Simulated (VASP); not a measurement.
# RbW (P-6m2) in VASP: single point with HSE06

Aim: the single point of RbW with HSE06.

All numbers are computed with VASP 6.6.1; they aren't measurements. Logs are shortened: lines on timing, memory, paths and dates and some standing lists are left out, and cuts for length are marked.

### 1 The crystal as given

Symmetry: P-6m2, No. 187, hexagonal system. Conventional cell: a = 4.034 Å, b = 4.034 Å, c = 3.938 Å, α = 90.00°, β = 90.00°, γ = 120.00°. Around W (site symmetry -6m2) lie 6 Rb at 3.05 Å. Rb (site symmetry -6m2) is surrounded by 6 W at 3.05 Å.

The cell was built by a generator and needn't be a form met in nature.

### 2 Single point, HSE06, collinear spin, typed start

POSCAR reads:

```
RbW
1.0
    2.0170941200      3.4937040500      0.0000000000
   -2.0170941200      3.4937040500      0.0000000000
    0.0000000000      0.0000000000      3.9379337000
W Rb
1 1
Direct
    0.0000000000      0.0000000000      0.0000000000
    0.6666700000      0.6666600000      0.5000000000
```

INCAR.step1 reads:

```
SYSTEM = RbW
ALGO = Normal
EDIFF = 1E-5
ENCUT = 520
GGA = PE
ISIF = 2
ISMEAR = -1
ISPIN = 2
LASPH = .TRUE.
LCHARG = .FALSE.
LMAXMIX = 4
LORBIT = 11
LREAL = .FALSE.
LWAVE = .TRUE.
MAGMOM = 3.5 0.24
NBANDS = 22
NELM = 150
PREC = Accurate
SIGMA = 0.1
```

INCAR.step2 reads:

```
SYSTEM = RbW
ALGO = Normal
EDIFF = 1E-6
ENCUT = 520
GGA = PE
HFSCREEN = 0.2079
ISIF = 2
ISMEAR = -1
ISPIN = 2
ISTART = 1
LASPH = .TRUE.
LCHARG = .FALSE.
LHFCALC = .TRUE.
LMAXMIX = 4
LORBIT = 11
LREAL = .FALSE.
LWAVE = .FALSE.
MAGMOM = 3.5 0.24
NBANDS = 22
NELM = 150
PREC = Accurate
PRECFOCK = Normal
SIGMA = 0.1
```

KPOINTS reads:

```
k-points
0
G
  3 3 3
  0 0 0
```

Potentials or basis: VASP PAW PBE potentials, release 64 (W_sv, Rb_sv).

Started as:

```console
> cat potpaw_PBE.64/W_sv/POTCAR potpaw_PBE.64/Rb_sv/POTCAR > POTCAR
> cp INCAR.step1 INCAR
> mpirun -np 1 vasp_std > vasp.out
> cp INCAR.step2 INCAR
> mpirun -np 1 vasp_std > vasp.out
```

OUTCAR:

```text
SYSTEM = RbW
   EDIFF = 1E-6
   ENCUT = 520
   GGA = PE
   HFSCREEN = 0.2079
   ISIF = 2
   ISMEAR = -1
   ISPIN = 2
   ISTART = 1
   LASPH = .TRUE.
   LHFCALC = .TRUE.
   LORBIT = 11
   LREAL = .FALSE.
   NELM = 150
   PREC = Accurate
   PRECFOCK = Normal

 ion  position               nearest neighbor table
   1  0.000  0.000  0.000-   2 3.05   2 3.05   2 3.05   2 3.05   2 3.05   2 3.05
   2  0.667  0.667  0.500-   1 3.05   1 3.05   1 3.05   1 3.05   1 3.05   1 3.05

  LATTYP: Found a hexagonal cell.
 ALAT       =     4.0341835206
 C/A-ratio  =     0.9761414373

  Lattice vectors:

 A1 = (   2.0170941200,  -3.4937040500,   0.0000000000)
 A2 = (   2.0170941200,   3.4937040500,   0.0000000000)
 A3 = (   0.0000000000,   0.0000000000,   3.9379337000)

Analysis of symmetry for initial positions (statically):
=====================================================================
 Subroutine PRICEL returns:
 Original cell was already a primitive cell.

 Routine SETGRP: Setting up the symmetry group for a
 hexagonal supercell.

 Subroutine GETGRP returns: Found  4 space group operations
 (whereof  4 operations were pure point group operations)
 out of a pool of 24 trial point group operations.

The static configuration has the point symmetry C_2v.

Analysis of symmetry for dynamics (positions and initial velocities):
=====================================================================
 Subroutine PRICEL returns:
 Original cell was already a primitive cell.

 Routine SETGRP: Setting up the symmetry group for a
 hexagonal supercell.

 Subroutine GETGRP returns: Found  4 space group operations
 (whereof  4 operations were pure point group operations)
 out of a pool of 24 trial point group operations.

The dynamic configuration has the point symmetry C_2v.

Analysis of structural, dynamic, and magnetic symmetry:
=====================================================================
 Subroutine PRICEL returns:
 Original cell was already a primitive cell.

 Routine SETGRP: Setting up the symmetry group for a
 hexagonal supercell.

 Subroutine GETGRP returns: Found  4 space group operations
 (whereof  4 operations were pure point group operations)
 out of a pool of 24 trial point group operations.

The overall configuration has the point symmetry C_2v.

 Subroutine INISYM returns: Found  4 space group operations
 (whereof  4 operations are pure point group operations),
 and found     1 'primitive' translations

----------------------------------------------------------------------------------------

                                     Primitive cell

  volume of cell :      55.5023

  direct lattice vectors                    reciprocal lattice vectors
     2.017094120  3.493704050  0.000000000     0.247881343  0.143114584  0.000000000
    -2.017094120  3.493704050  0.000000000    -0.247881343  0.143114584  0.000000000
     0.000000000  0.000000000  3.937933700     0.000000000  0.000000000  0.253940283

  length of vectors
     4.034183521  4.034183521  3.937933700     0.286228832  0.286228832  0.253940283

  position of ions in fractional coordinates (direct lattice)
     0.000000000  0.000000000  0.000000000
     0.666670000  0.666660000  0.500000000

  ion indices of the primitive-cell ions
   primitive index   ion index
                 1           1
                 2           2

----------------------------------------------------------------------------------------

 KPOINTS: k-points

Automatic generation of k-mesh.
 Grid dimensions read from file:
 generate k-points for:    3    3    3

 Generating k-lattice:

  Cartesian coordinates                     Fractional coordinates (reciprocal lattice)
     0.082627114  0.047704861  0.000000000     0.333333333  0.000000000  0.000000000
    -0.082627114  0.047704861  0.000000000     0.000000000  0.333333333  0.000000000
     0.000000000  0.000000000  0.084646761     0.000000000  0.000000000  0.333333333

  Length of vectors
     0.095409611  0.095409611  0.084646761

  Shift w.r.t. Gamma in fractional coordinates (k-lattice)
     0.000000000  0.000000000  0.000000000

 Subroutine IBZKPT returns following result:
 ===========================================

 Found      8 irreducible k-points:

 Following reciprocal coordinates:
            Coordinates               Weight
  0.000000  0.000000  0.000000      1.000000
  0.333333  0.000000  0.000000      4.000000
  0.000000  0.333333  0.000000      2.000000
 -0.333333  0.333333  0.000000      2.000000
  0.000000  0.000000  0.333333      2.000000
  0.333333  0.000000  0.333333      8.000000
  0.000000  0.333333  0.333333      4.000000
 -0.333333  0.333333  0.333333      4.000000
   k-points           NKPTS =      8   k-points in BZ     NKDIM =     27   number of bands    NBANDS=     22
   number of dos      NEDOS =    301   number of ions     NIONS =      2
   total plane-waves  NPLWV =  27000
   dimension x,y,z NGX =    30 NGY =   30 NGZ =   30
   dimension x,y,z NGXF=    60 NGYF=   60 NGZF=   60
   ions per type =               1   1
   NGX,Y,Z   is equivalent  to a cutoff of  12.36, 12.36, 12.66 a.u.
   NGXF,Y,Z  is equivalent  to a cutoff of  24.73, 24.73, 25.33 a.u.
 SYSTEM =  RbW
   PREC   = accura    normal or accurate (medium, high low for compatibility)
   ISTART =      1    job   : 0-new  1-cont  2-samecut
   ICHARG =      0    charge: 1-file 2-atom 10-const
   ISPIN  =      2    spin polarized calculation?
   LNONCOLLINEAR =      F non collinear calculations
   LSORBIT =      F    spin-orbit coupling
   LASPH  =      T    aspherical Exc in radial PAW
   ENCUT  =  520.0 eV  38.22 Ry    6.18 a.u.   7.50  7.50  7.32*2*pi/ulx,y,z
   NELM   =    150;   NELMIN=  2; NELMDL=  0     # of ELM steps
   EDIFF  = 0.1E-05   stopping-criterion for ELM
   LREAL  =      F    real-space projection
   EDIFFG = 0.1E-04   stopping-criterion for IOM
   NSW    =      0    number of steps for IOM
   IBRION =     -1    ionic relax: 0-MD 1-quasi-New 2-CG
   NFREE  =      0    steps in history (QN), initial steepest desc. (CG)
   ISIF   =      2    stress and relaxation
   ISYM   =      3    0-nonsym 1-usesym 2-fastsym
   POTIM  = 0.5000    time-step for ionic-motion
   TEBEG  =    0.0;   TEEND  =   0.0 temperature during run
   PSTRESS=    0.0 pullay stress
   NELECT =      23.0000    total number of electrons
   NUPDOWN=      -1.0000    fix difference up-down
   EMIN   =  10.00;   EMAX   =-10.00  energy-range for DOS
   EFERMI =   0.00;   METHOD = LEGACY
   ISMEAR =    -1;   SIGMA  =   0.10  broadening in eV -4-tet -1-fermi 0-gaus
   EFERMI_NEDOS =   21; number of points for ismear=-14 and -15
   IALGO  =     38    algorithm
   IMIX   =      1    mixing-type and parameters
     AMIX     =   0.40;   BMIX     =  1.00
     AMIX_MAG =   1.60;   BMIX_MAG =  1.00
  volume/ion in A,a.u.               =      27.75       187.27
  Fermi-wavevector in a.u.,A,eV,Ry     =   1.220527  2.306461 20.268395  1.489685
  Thomas-Fermi vector in A             =   2.355741
   LORBIT       =     11    0 simple, 1 ext, 2 COOP (PROOUT), +10 PAW based schemes
   GGA     = PE    functional components
   LHFCALC =     T    Hartree Fock is set to
   PRECFOCK=normal    Normal, Fast or Accurate (Low or Medium for compatibility)
   ENCUT4O =  -1.0   cutoff for four orbital integrals eV
   NKREDX  =     1    reduce k-point grid by
   NKREDY  =     1    reduce k-point grid by
   NKREDZ  =     1    reduce k-point grid by
   AEXX    =    0.2500 exact exchange contribution
   HFSCREEN=    0.2079 screening length (either q_TF or 0.3 A-1)
   HFSCREENC=   0.2079 screening length for correlation (either q_TF or 0.3 A-1)
   ENCUTFOCK=  -1.0 apply spherical cutoff to Coloumb kernel
   IVDW    =     0    specifies the selected vdW correction
   LEPSILON=     F    determine dielectric tensor
   LRPA    =     F    only Hartree local field effects (RPA)
 spin polarized calculation
  energy-cutoff  :      520.00
  volume of cell :       55.50
 maximum number of plane-waves:      1521
 NGX is ok and might be reduce to    30
  NGX = 24; NGY = 24; NGZ = 24

 number of electron      23.0000004 magnetization       4.9826851

 Free energy of the ion-electron system (eV)
  ---------------------------------------------------
  ext. energy  EPLUGINS =         0.00000000
  ---------------------------------------------------
  free energy    TOTEN  =        -8.64921267 eV

  energy without entropy =       -8.63154213  energy(sigma->0) =       -8.64037740

 E-fermi :   4.1185     XC(G=0):  -8.0918

 val. band max:        3.9644977326   @ k =   0.0000   0.3333   0.0000
 cond. band min:       4.3386908755   @ k =  -0.3333   0.3333   0.0000
 fundamental gap:      0.3741931429
 Fermi energy:         4.1184508332

 spin component 1

 k-point     1 :       0.0000    0.0000    0.0000
  band No.  band energies     occupation
      1     -74.0969      1.00000
      2     -37.4424      1.00000
      3     -37.3783      1.00000
      4     -37.3783      1.00000
      5     -25.9318      1.00000
      6      -8.8419      1.00000
[... 173 lines left out ...]
      5     -25.8164      1.00000
      6      -9.3266      1.00000
[... 14 lines left out ...]
     21      16.3192      0.00000
     22      16.7846      0.00000
 Fermi energy:         4.1184508332

 spin component 2

 k-point     1 :       0.0000    0.0000    0.0000
  band No.  band energies     occupation
      1     -72.0534      1.00000
      2     -34.5107      1.00000
      3     -34.4129      1.00000
      4     -34.4129      1.00000
      5     -25.6592      1.00000
      6      -8.5215      1.00000
[... 174 lines left out ...]
      6      -8.9449      1.00000
[... 14 lines left out ...]
     21      17.5984      0.00000
     22      17.7205      0.00000

------------------------ aborting loop because EDIFF is reached ----------------------------------------

  FORCE on cell =-STRESS in cart. coord.  units (eV):
  Direction    XX          YY          ZZ          XY          YZ          ZX
  --------------------------------------------------------------------------------------
  -------------------------------------------------------------------------------------
  Total        4.2652698      4.2650814      6.8007003     -0.0001516      0.0000000      0.0000000
  in kB      123.1250480    123.1196117    196.3150288     -0.0043754      0.0000000      0.0000000
  external PRESSURE =     147.5198962 kB  Pullay stress =       0.0000000 kB

 VOLUME and BASIS-vectors are now :
 -----------------------------------------------------------------------------
  energy-cutoff  :      520.00
  volume of cell :       55.50
      direct lattice vectors                 reciprocal lattice vectors
     2.017094120  3.493704050  0.000000000     0.247881343  0.143114584  0.000000000
    -2.017094120  3.493704050  0.000000000    -0.247881343  0.143114584  0.000000000
     0.000000000  0.000000000  3.937933700     0.000000000  0.000000000  0.253940283

 POSITION                                       TOTAL-FORCE (eV/Angst)
 -----------------------------------------------------------------------------------
      0.00000      0.00000      0.00000         0.000062     -0.000036      0.000000
      0.00002      4.65826      1.96897        -0.000062      0.000036      0.000000
 -----------------------------------------------------------------------------------
    total drift:                                0.000005      0.000014     -0.000000

  FREE ENERGIE OF THE ION-ELECTRON SYSTEM (eV)
  ---------------------------------------------------
  free  energy   TOTEN  =        -8.6492126717 eV

  energy  without entropy=       -8.6315421255  energy(sigma->0) =       -8.64037740

 total charge

# of ion       s       p       d       tot
------------------------------------------
    1        2.428   5.987   3.530  11.946
    2        1.987   5.346   0.140   7.474
--------------------------------------------------
tot          4.415  11.333   3.671  19.419

 magnetization (x)

# of ion       s       p       d       tot
------------------------------------------
    1        0.168   0.029   3.227   3.424
    2        0.015   0.098   0.074   0.187
--------------------------------------------------
tot          0.183   0.127   3.301   3.611
```

Run time: 12 min. Hardware: 1 thread of Intel Xeon Platinum 8375C at 2.90GHz (Ice Lake), shared host; peak memory 0.31 GiB.

Results:

* Free energy: -8.6492 eV
* Pressure: 14.8 GPa
* Band gap on the k mesh: none (metal or under the smearing width)
* Net moment: 4.98 μB per cell
* Site moments: W +3.42; Rb +0.19 μB
* Valence electrons inside the program's atomic spheres: W 11.95; Rb 7.47

Stress tensor (GPa, compression positive):
```
12.31  0.00  0.00
 0.00 12.31  0.00
 0.00  0.00 19.63
```

Caveat: the k mesh is coarse (spacing up to 0.60 Å⁻¹), so the values aren't converged, least of all with exact exchange; the PAW data sets were made with another functional, which shifts forces and pressure a little. Spin-orbit coupling is left out, which matters for the levels of W.
